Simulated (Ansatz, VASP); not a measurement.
# Cross-check of TaSeS between VASP and Ansatz, part 2 of 2

One calculation is typed for both programs; each brings its own data sets and cutoff. How far apart do they land?  The cell is taken from a series of runs on this material, whose earlier steps may have relaxed or scaled it; both programs get it as it stands.

VASP 6.6.1 and Ansatz 0.2.0.

So far. Step 4 (Differences): The forces differ by 22 meV/Å r.m.s., which is 7.0 % of the r.m.s. force of 0.32 eV/Å (both taken over all components).

## 6. Ansatz: single point, r2SCAN

Level of this step: Ansatz beside VASP: Kohn-Sham DFT, plane waves, r2SCAN (Ansatz).

With cell and atoms fixed, the geometry can't cause a difference; cores, projectors, grids and the points listed under the comparison can.

The cell is taken from a series of runs on this material, whose earlier steps may have relaxed or scaled it; both programs get it as it stands.

Input file input.yaml:

```yaml
crystal:
  lattice:
    - [3.433327768, 0.0, 0.0]
    - [-1.716663884, 2.973349067, 0.0]
    - [0.0, 0.0, 24.6100817206]
  atoms:
    - { symbol: S, position: [0.333333333, 0.666666667, 0.695246847] }
    - { symbol: S, position: [0.333333333, 0.666666667, 0.435192855] }
    - { symbol: Ta, position: [0.0, 0.0, 0.634160684] }
    - { symbol: Ta, position: [0.0, 0.0, 0.374106692] }
    - { symbol: Se, position: [0.666666667, 0.333333333, 0.564807145] }
    - { symbol: Se, position: [0.666666667, 0.333333333, 0.304753153] }
hamiltonian:
  xc: r2scan
  pseudopotentials: { kind: paw }
kpoints:
  mp_grid: { grid: [9, 9, 1] }
scf:
  occupations: { method: gaussian, width: 0.05 }
  n_extra_bands: 5
efield:
  axis: 3
  dipole_correction: true
  ramp_width: 0.04
output:
  forces: true
  eigenvalues: true
```

Run with:

```sh
$ ansatz run input.yaml --threads 4 --pin off --max-ram 9216MiB --backend cpu --events-out ev --progress --plain --runs-dir out
```

Numbers of over 12 decimals in the logs are rounded to 6 here.

Output:

```text
[...]
Crystal: 6 atoms, lattice volume = 251.232 Å³
Basis set: ecut = 500 eV, 6401 PW (Γ), exchange–correlation on 108×108×720 points (64 copies of the dense FFT grid, shifted against one another)
Bands: 40, of which v1, the nominal top of the filled ones, is band 35 counted from 1 (34 counted from 0)
Symmetry: 6 space group operations
[...]
k-point 0: bands = [... 31 lower, 2.4552, 2.5082, 2.5082, 3.1135, 3.1135, 3.1205, 3.1205, 3.1668, ... 1 higher]
  k-point 1: bands = [... 31 lower, 1.2131, 1.8044, 1.8560, 3.0218, 3.1358, 3.7503, 3.7920, 3.8062, ... 1 higher]
  k-point 2: bands = [... 31 lower, 0.9436, 1.2147, 1.2724, 2.5762, 2.6853, 4.2454, 4.4577, 4.4981, ... 1 higher]
  k-point 11: bands = [... 31 lower, -0.7373, -0.7028, -0.6073, 4.3697, 4.3883, 4.4379, 4.4459, 4.6053, ... 1 higher]
[key lines of the parts left out:]
SCF converged after 9 iterations
Free energy (F): -32662.653045 eV
Fermi energy:    2.891613 eV
Dipole field:    D = -0.014789 V/Å  (p = -0.020533 e·Å, saw-weighted, corrected)
Work function:   Φ+ = 5.2287 eV   Φ− = 4.8647 eV
```

## 7. VASP: single point, r2SCAN

The same cell, functional, mesh and smearing now go to VASP, with its own data sets and cutoff.

Input file INCAR:

```
SYSTEM = TaSeS
PREC = Accurate
ENCUT = 520
EDIFF = 1E-06
NELM = 100
ISMEAR = 0
SIGMA = 0.05
LREAL = .FALSE.
ALGO = Normal
METAGGA = R2SCAN
LASPH = .TRUE.
NBANDS = 31
LORBIT = 11
LWAVE = .FALSE.
LCHARG = .FALSE.
KPAR = 2
ISIF = 0
LDIPOL = .TRUE.
IDIPOL = 3
DIPOL = 0.5 0.5 0.501
LVHAR = .TRUE.
```

Input file POSCAR:

```
TaSeS
1.0
    3.4333277680      0.0000000000      0.0000000000
   -1.7166638840      2.9733490670      0.0000000000
    0.0000000000      0.0000000000     24.6100817206
S Ta Se
2 2 2
Direct
    0.3333333330      0.6666666670      0.6952468470
    0.3333333330      0.6666666670      0.4351928550
    0.0000000000      0.0000000000      0.6341606840
    0.0000000000      0.0000000000      0.3741066920
    0.6666666670      0.3333333330      0.5648071450
    0.6666666670      0.3333333330      0.3047531530
```

Input file KPOINTS:

```
Automatic mesh
0
Gamma
9 9 1
0 0 0
```

The projector-augmented-wave data sets are S_GW, Ta_sv_GW and Se_GW (PBE family, release 64).

Run with:

```sh
$ mpirun -np 2 vasp_std
```

Output:

```text
[banner, memory and clock lines left out]
running    2 mpi-ranks, on    1 nodes
[...]
[... a notice as in an earlier step ...]

 LDA part: xc-table for (None), standard interpolation
 POSCAR, INCAR and KPOINTS ok, starting setup
[...]
entering main loop
       N       E                     dE             d eps       ncg     rms          rms(c)
DAV:   1     0.355042024496E+03    0.35504E+03   -0.25265E+04   896   0.136E+03
DAV:   2    -0.122804618865E+03   -0.47785E+03   -0.46858E+03  1061   0.333E+02
DAV:   3    -0.168863636118E+03   -0.46059E+02   -0.45701E+02   968   0.109E+02
DAV:   4    -0.170436003686E+03   -0.15724E+01   -0.15650E+01  1138   0.195E+01
[...]
DAV:  27    -0.152930228835E+03   -0.32864E-05   -0.12219E-06   624   0.538E-03    0.229E-03
DAV:  28    -0.152930230186E+03   -0.13507E-05   -0.35742E-07   624   0.336E-03    0.160E-03
DAV:  29    -0.152930230803E+03   -0.61672E-06   -0.16692E-07   624   0.214E-03
   1 F= -.15293023E+03 E0= -.15292824E+03  d E =-.399096E-02
```

Parts of OUTCAR (step 7):

```text
 POSITION                                       TOTAL-FORCE (eV/Angst)
 -----------------------------------------------------------------------------------
     -0.00000      1.98223     17.11008         0.000000      0.000000     -0.470869
     -0.00000      1.98223     10.71013         0.000000     -0.000000     -0.474199
      0.00000      0.00000     15.60675        -0.000000     -0.000000     -0.024488
      0.00000      0.00000      9.20680        -0.000000      0.000000     -0.013785
      1.71666      0.99112     13.89995        -0.000000     -0.000000      0.502593
      1.71666      0.99112      7.50000        -0.000000     -0.000000      0.480749
 -----------------------------------------------------------------------------------
    total drift:                                0.000002     -0.000001     -0.001023

  FREE ENERGIE OF THE ION-ELECTRON SYSTEM (eV)
  ---------------------------------------------------
  free  energy   TOTEN  =      -152.9302308026 eV

  energy  without entropy=     -152.9262398459  energy(sigma->0) =     -152.92823532

[... 3 further parts left out ...]
[key lines of the parts left out:]
E-fermi :   0.6159
```

## 8. Comparison

What differs besides the data sets and the points named for the pairs above, as far as they apply: VASP keeps PBE cores, Ansatz makes them for the functional; the data sets hold 70 valence electrons in Ansatz (default PAW (the set named soft_2) files) and 50 in VASP; the cutoff is 500 eV in Ansatz and 520 eV in VASP. Total energies have different zeros and are not compared.

Compared:

```csv
quantity,Ansatz,VASP,difference
"work function, lower of the two faces (eV)",4.86,4.87,0.00
"work function, higher of the two faces (eV)",5.23,5.23,0.00
```

Forces (eV/Å; atoms numbered as in POSCAR):

```csv
atom,"Ansatz x, y, z","VASP x, y, z"
S1,"0.000, 0.000, -0.456","0.000, 0.000, -0.471"
S2,"0.000, 0.000, -0.459","0.000, 0.000, -0.474"
Ta3,"0.000, 0.000, -0.026","0.000, 0.000, -0.024"
Ta4,"0.000, 0.000, -0.014","0.000, 0.000, -0.014"
Se5,"0.000, 0.000, 0.488","0.000, 0.000, 0.503"
Se6,"0.000, 0.000, 0.467","0.000, 0.000, 0.481"
```

The forces differ by 6.9 meV/Å r.m.s., which is 3.0 % of the r.m.s. force of 0.23 eV/Å (both taken over all components).

## 9. Looking for the cause

How far does this hang on the set-up? Further runs change one program's set-up at a time, as the table lists.

```csv
run,r.m.s. force difference (% of the r.m.s. force)
as above,3.0
"VASP with the data sets S_h, Ta_pv and Se and a cutoff of 650 eV",5.3
```

## 10. What came out

- r.m.s. force difference (single point, LDA): 7.0 % of the r.m.s. force
- r.m.s. force difference (single point, r2SCAN): 3.0 % of the r.m.s. force

What this shows: The r.m.s. force difference is 7.0 % of the r.m.s. force (single point, LDA), beyond the 3 % picked in this series as the mark of a large difference. For single point, LDA: no further run halves the r.m.s. force difference. For single point, r2SCAN: no further run halves the r.m.s. force difference. How closely two codes agree says nothing of how well the functional describes the real material.

[Lines on the potential files, build, host, timing and source positions are cut from VASP's logs without a mark.]

[Logs are printed without paths, hosts, clocks, repeated set-up lines and the standing remarks that a program may print on its own settings, such as how far it seeks lower states.]

[Hosts, paths, dates, database ids (printed as entryN), source tags and the programs' standing remarks are cut or masked in the printed files.]
